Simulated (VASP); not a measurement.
```yaml
crystal:
  lattice:
    - [0.00000, 2.99696, 2.99696]
    - [2.99696, 0.00000, 2.99696]
    - [2.99696, 2.99696, 0.00000]
  atoms:
    - { symbol: Cd, position: [0.00000, 0.00000, 0.00000] }
    - { symbol: S, position: [0.25000, 0.25000, 0.25000] }
```

Computed with revPBE GGA, VASP's PBE PAW potentials (set 64) (plane waves; VASP). Numerical set-up: 520 eV cut-off, 7×7×7 Γ-centred mesh, Gaussian smearing of 0.050 eV, potentials Cd S.

Question: What does the run give for the energy per atom (σ→0), band gap (on the k-mesh) with the smallest direct gap where there is one?

Answer: 
```json
{
 "band gap (on the k-mesh)": "1.10 eV",
 "smallest direct gap (on the k-mesh)": "1.10 eV",
 "energy per atom (σ→0)": "-2.796 eV/atom"
}
```

Total energies compare only between runs with the same potentials, cut-off and functional.

The compound is CdS in the zinc blende structure, a metastable form; wurtzite is the usual one. It was relaxed first, which changed the volume by +9 %. The start is the result of an earlier pass.
